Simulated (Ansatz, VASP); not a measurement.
# Cross-check of Si2HC2F3 (F-SiC-F chair under F-SiC-H chair, AB) between VASP and Ansatz

One calculation is typed for both programs; each brings its own data sets. How far apart do they land? Of the first pair: The structure shown is the start of the Ansatz relaxation below; VASP solves that cell, so the two are compared at the walk's first step.

Method: plane waves, with VASP 6.6.1 beside it; single point at PBEsol with D3(BJ), in Ansatz 0.2.0.

### 1. The starting structure

The cell holds 8 atoms: 3 F, 2 C, 2 Si and 1 H. Cell: a = 3.086 Å, b = 3.085 Å, c = 42.813 Å, α = 90.0°, β = 90.0°, γ = 120.0°. Vacuum lies along c. The height across the vacuum is the one that the program set for its solve, not the one typed.

### 2. Ansatz: relaxation, PBEsol with D3(BJ)

Ansatz runs on its default PAW (the set named soft_2) files.

The two programs are compared at the cell with which this relaxation starts, whose forces are those of its first step.

Contents of input.yaml:

```yaml
crystal:
  lattice:
    - [3.0855, 0.0, 0.0]
    - [-1.54275, 2.6721213834, 0.0]
    - [0.0, 0.0, 27.5066666667]
  atoms:
    - { symbol: F, position: [0.6666666667, 0.3333333333, 0.3271934077] }
    - { symbol: C, position: [0.6666666667, 0.3333333333, 0.3755453223] }
    - { symbol: Si, position: [0.3333333333, 0.6666666667, 0.3982064954] }
    - { symbol: F, position: [0.3333333333, 0.6666666667, 0.4592825982] }
    - { symbol: H, position: [0.0, 0.0, 0.5501696558] }
    - { symbol: C, position: [0.0, 0.0, 0.5890693165] }
    - { symbol: Si, position: [0.6666666667, 0.3333333333, 0.6117304896] }
    - { symbol: F, position: [0.6666666667, 0.3333333333, 0.6728065923] }
  periodic: [true, true, false]
kpoints:
  mp_grid: { grid: [12, 12, 1] }
hamiltonian:
  xc: pbesol
  dispersion: d3bj
scf:
  occupations: { method: fermi_dirac, width: 0.05 }
  convergence: { dr2_threshold: 1.0e-09 }
relax:
  f_tol: 0.004
  max_steps: 90
  cell: {}
output:
  write_potential: true
  write_density: true
  volumetric_format: npy
```

Run with:

```bash
> ansatz run input.yaml --threads 2 --pin off --max-ram 3072MiB --backend cpu --events-out ev --progress --plain --runs-dir out
```

Numbers of over 12 decimals in the logs are rounded to 6 here.

The program printed:

```text
Warning: crystal.periodic: the lattice vector that does not repeat stood 0.000° off the slab's normal, 27.507 Å along it as the deck builds it. The run solves the slab on a vector along the normal, 42.813 Å long, with every atom where it was (on the deck's vector they left 18.00 Å outside them, and the widest stretch free of ions among them is 2.50 Å). A fractional position that the run reports is one of the run's ce [...]
Warning: relax.cell: scf.convergence.dr2_threshold = 1e-9 eV is looser than the 2.10244121506e-10 eV advised for a relaxation that steers and ends on the stress (1e-10 eV for each atom of the cell: 8, times the square of relax.cell.stress_2d_tol = 0.05 N/m over 19.5 Å (the atoms' height at the walk's start and 5 Å past either face), 2.563e-2 GPa, over a crystal's default 0.05). What an SCF threshold leaves in a stress goes as its square root, and in the free energy as the threshold itself, and one threshold admits the most on a small cell: [figures from the program's tests cut] Set scf.convergence.dr2_threshold to 2.10244121506e-10 eV or tighter. [rest of the remark cut]
crystal.periodic: the lattice vector that does not repeat stood 0.000° off the slab's normal, 27.507 Å along it as the deck builds it. The run solves the slab on a vector along the normal, 42.813 Å long, with every atom where it was (on the deck's vector they left 18.00 Å outside them, and the widest stretch free of ions among them is 2.50 Å). A fractional position that the run reports is one of the run's cell, which [...]
Engine: ansatz 0.2.0, aarch64-unknown-linux-gnu
Pseudopotentials: kind: paw
Pseudopotential: F, paw, valence charge 7, recommended cutoff 420 eV (normal), F.paw.azcp
Pseudopotential: C, paw, valence charge 4, recommended cutoff 420 eV (normal), C.paw.azcp
Pseudopotential: Si, paw, valence charge 4, recommended cutoff 420 eV (normal), Si.paw.azcp
[...]
SCF iter   4: F=—  HF=-4155.314836 eV  |F-HF|=—  |Δ(HF+E_count)|=   3.66e-6  Δρ=6.12e-6  dr2=1.51e-7  ethr=9.50e-9  ⟨swp⟩=2.6  Hψ=913  notcnv=0
SCF iter   5: F=—  HF=-4155.314837 eV  |F-HF|=—  |Δ(HF+E_count)|=   1.42e-6  Δρ=1.65e-6  dr2=1.56e-8  ethr=3.96e-10  ⟨swp⟩=3.4  Hψ=1117  notcnv=0
SCF iter   6: F=-4155.314837 eV  HF=-4155.314837 eV  |F-HF|=1.09e-7  |Δ(HF+E_count)|=   1.74e-7  Δρ=5.37e-7  dr2=9.16e-10  ethr=2.63e-12  ⟨swp⟩=10.5  Hψ=4675  notcnv=0
SCF 9 converged in 6 iterations: F = -4155.314837 eV  dr2 = 9.16e-10
relax step   9: F+E_penalty+E_count = -4155.31483742 eV  Δ(F+E_penalty+E_count) = +3.918e-4 eV  max|allowed force component| = 3.599e-3 eV/Å  Δτ_max = 0.0007 Å  P = -0.012 N/m  Ω = 359.560 Å³  energy of the carried Pulay correction = -4.442e-4 eV  fix = [c, alpha, beta]  reactions: c -0.000 N/m  (6 SCF iters, accepted)
iter 1 solved again at ethr=4.19e-7 eV; its pass at ethr=3.10e-3 eV (dr2=1.59e-4 eV) is discarded
SCF iter   1: F=—  HF=-4155.315216 eV  |F-HF|=—  |Δ(HF+E_count)|=         —  Δρ=7.93e-6  dr2=2.79e-8  ethr=4.19e-7  ⟨swp⟩=5.4  Hψ=6712  notcnv=0
eigensolver tolerance schedule: the retry pair's looser diagonalisation over-reported the residual by 5706.37 of it (diagonalisation noise at 3.37 of the residual, at the tolerance the schedule requests for it); recorded, not acted on — ethr = c·dr2/N_el stays at c = 1.0e-1
preconditioner: auto → LDOS  [insulator: Δε(μ)=0.125 eV  Ē_g=12.358 eV  σ=0.050 eV  W_gap=0.53  n_scr=24 (ndim 8)  ℏωp=11.1 eV  f_vac=0.736  D(μ)=0.60/eV (n_scr^D=6)  ε∞_Penn≈1.8  β→1.0]
SCF iter   2: F=—  HF=-4155.315229 eV  |F-HF|=—  |Δ(HF+E_count)|=   1.23e-5  Δρ=4.21e-6  dr2=1.92e-8  ethr=7.34e-11  ⟨swp⟩=5.9  Hψ=2105  notcnv=0  defer=1
SCF iter   3: F=—  HF=-4155.315228 eV  |F-HF|=—  |Δ(HF+E_count)|=   7.26e-7  Δρ=1.66e-6  dr2=2.64e-9  ethr=5.05e-11  ⟨swp⟩=2.4  Hψ=899  notcnv=0  defer=1
SCF iter   4: F=—  HF=-4155.315229 eV  |F-HF|=—  |Δ(HF+E_count)|=   6.90e-7  Δρ=8.21e-7  dr2=1.57e-9  ethr=2.63e-12  ⟨swp⟩=20.3  Hψ=4994  notcnv=0
SCF iter   5: F=-4155.315229 eV  HF=-4155.315229 eV  |F-HF|=6.59e-9  |Δ(HF+E_count)|=   9.62e-8  Δρ=1.38e-7  dr2=6.20e-11  ethr=2.63e-12  ⟨swp⟩=14.7  Hψ=4064  notcnv=0
SCF 10 converged in 5 iterations: F = -4155.315229 eV  dr2 = 6.20e-11
relax step  10: F+E_penalty+E_count = -4155.31522880 eV  Δ(F+E_penalty+E_count) = -3.914e-4 eV  max|allowed force component| = 3.573e-3 eV/Å  Δτ_max = 0.0000 Å  P = -0.006 N/m  Ω = 359.560 Å³  fix = [c, alpha, beta]  reactions: c -0.000 N/m  stress off target by 5.61e-3 N/m on what of the cell is left free  SCF on the basis re-selected at this cell (its energy is not comparable with the rows above)  (5 SCF iters)
basis re-selected at this cell: Δ(F+E_penalty+E_count) = -3.914e-4 eV, ΔP = +0.006 N/m vs the last step (what re-selecting the basis moved, of the pressure what is left beyond the Pulay correction that the steps carried, after the strain that the cell walked since its last selection, with what the two solves' SCF thresholds leave and, on support functions, any second-order correction that the steps lacked; it is no m [...]
WARN: The output density's exchange-correlation potential varies sharply where the density is thin. Do not read a vacuum level from v_tot or v_xc, or from such a field of the output density. On a cell that repeats whose density bears no net charge and no dipole along the vacuum's axis use v_es (v_loc + v_h of the components); under efield.dipole_correction with no amplitude use v_es + v_field, which holds any externa [...]
SCF converged after 5 iterations
Free energy (F): -4155.315229 eV
Harris-Foulkes:  -4155.315229 eV  (|F-HF|=6.59e-9)
Internal energy: -4155.310432 eV  (E = F + TS)
E sigma→0 (E₀):  -4155.312830 eV
Entropy (-TS):   -0.004797 eV (-0.600 meV/atom)
Fermi energy:    -7.047626 eV
--- Per-component energies (eV) ---
  E_band       = -623.473962
  E_kinetic    = 900.238873
  E_local      = -111440.327948  (includes V_loc(G=0)·N_el)
  E_nonlocal   = 326.542966
  E_hartree    = 55167.938460
  E_xc         = -450.640931
  E_vxc        = -529.424382  (∫ρ·V_xc dr)
  E_paw        = -1769.880047  (= ΣΔE_a)
  E_vpaw       = -216.385993  (= ΣTr[D̂ρ^β])
  E_aug_tail   = 0.004878  (compensation charges beyond the density's cutoff)
  E_ewald      = 53111.176936
  E_disp       = -0.596269  (pairwise vdW)
  E_core_change = 0.232650  (= ΣΔE_core)
  E_smearing   = -0.004797  (= −TS)
  E_closure    = 0.000000  (closes the sum)
  Σ components = -4155.315229   (vs F -4155.315229, Δ=0.00e0)
--- Forces (eV/Å), atoms counted from 1 ---
  atom   1  F      0.00000000     0.00000000    -0.00014161
  atom   2  C     -0.00000000    -0.00000000    -0.00062383
  atom   3  Si     0.00000000     0.00000000     0.00116152
  atom   4  F      0.00000000     0.00000000    -0.00038796
  atom   5  H     -0.00000000     0.00000000    -0.00174427
  atom   6  C     -0.00000000    -0.00000000     0.00357463
  atom   7  Si     0.00000000     0.00000000    -0.00179968
  atom   8  F     -0.00000000    -0.00000000    -0.00002748
  max |Σ_I F_I| component: 1.13e-5 eV/Å
--- 2D stress c σ (N/m, compression-positive) ---
       -0.005610       0.000000       0.000000
        0.000000      -0.005610       0.000000
        0.000000       0.000000      -0.000000
  P = ½ c Tr σ = -0.0056 N/m
--- Band table (eV; the first three rows and the last of 19) ---
  k-point 0: bands = ["-33.3539", "-33.2273", "-30.0812", "-22.2376", "-20.2945", "-16.7578", "-14.8453", "-13.6537", "-13.5391", "-13.5391", "-13.2499", "-13.2499", "-10.9643", "-10.1424", "-10.1424", "-8.9820", "-8.9820", "-7.2432", "-7.0121", "-7.0121", "-3.2222", "-1.8166", "-1.6923", "-1.5290", "-1.5290", "-1.1440", "-0.9225"]
  k-point 1: bands = ["-33.3383", "-33.2160", "-30.0681", "-22.1487", "-20.1945", "-16.7388", "-14.8655", "-13.7376", "-13.6109", "-13.5890", "-13.2995", "-13.2615", "-11.0201", "-10.1776", "-10.1714", "-9.3884", "-9.0844", "-7.5357", "-7.1375", "-6.9793", "-3.0058", "-1.8202", "-1.6283", "-1.4347", "-1.2029", "-0.9826", "-0.6744"]
  k-point 2: bands = ["-33.2951", "-33.1855", "-30.0321", "-21.8855", "-19.8996", "-16.6952", "-14.9391", "-14.2346", "-13.7193", "-13.5394", "-13.4106", "-13.2979", "-11.2153", "-10.2858", "-10.2515", "-10.2063", "-9.3307", "-8.6445", "-7.4436", "-6.4574", "-2.9034", "-1.8952", "-1.2236", "-1.1161", "-0.5300", "-0.3498", "-0.3267"]
  k-point 18: bands = ["-33.0705", "-33.0506", "-29.8570", "-19.6335", "-17.5195", "-17.2777", "-15.9179", "-15.4987", "-15.1246", "-14.1361", "-13.9341", "-13.4750", "-12.3118", "-11.9120", "-11.8434", "-11.5748", "-11.2606", "-10.1136", "-9.5865", "-2.7420", "-2.0867", "-1.4963", "-0.2531", "0.0882", "0.4613", "1.6833", "1.8456"]
  the weakly bound empty levels are not read free of the cell's end (no_gap_told)
--- Relaxed structure (8 steps of the walk, 8 accepted, 2 SCFs on fresh bases) ---
  F+E_penalty+E_count = -4155.31522880 eV   max|allowed force component| = 3.573e-3 eV/Å   (the final SCF, on the basis selected at the relaxed cell)
  cell:  # Å, volume = 359.5601 Å³
    - [3.114088, 0, 0]
    - [-1.557044, 2.696879, 0]
    - [0, 0, 42.813333]
  atoms:
    - { symbol: F, position: [0.666667, 0.333333, 0.217320] }
    - { symbol: C, position: [0.666667, 0.333333, 0.250559] }
    - { symbol: Si, position: [0.333333, 0.666667, 0.263872] }
    - { symbol: F, position: [0.333333, 0.666667, 0.301276] }
    - { symbol: H, position: [-2.3129646347434412e-17, -1.8503717076008736e-17, 0.346430] }
    - { symbol: C, position: [-2.3129646347434415e-17, -1.8503717076008743e-17, 0.372312] }
    - { symbol: Si, position: [0.666667, 0.333333, 0.385370] }
    - { symbol: F, position: [0.666667, 0.333333, 0.422501] }
```

Reading the cycles: dr2 is the Hartree energy of the density residual (eV), the measure of convergence; HF is the Harris–Foulkes estimate of the energy, which meets the free energy F at convergence.

(Continued in part 2 of 2.)

[Lines on the potential files, build, host, timing and source positions are cut from VASP's logs without a mark.]

[Logs are printed without paths, hosts, clocks, repeated set-up lines and the standing remarks that a program may print on its own settings, such as how far it seeks lower states.]

[Hosts, paths, dates, database ids (printed as entryN), source tags and the programs' standing remarks are cut or masked in the printed files.]
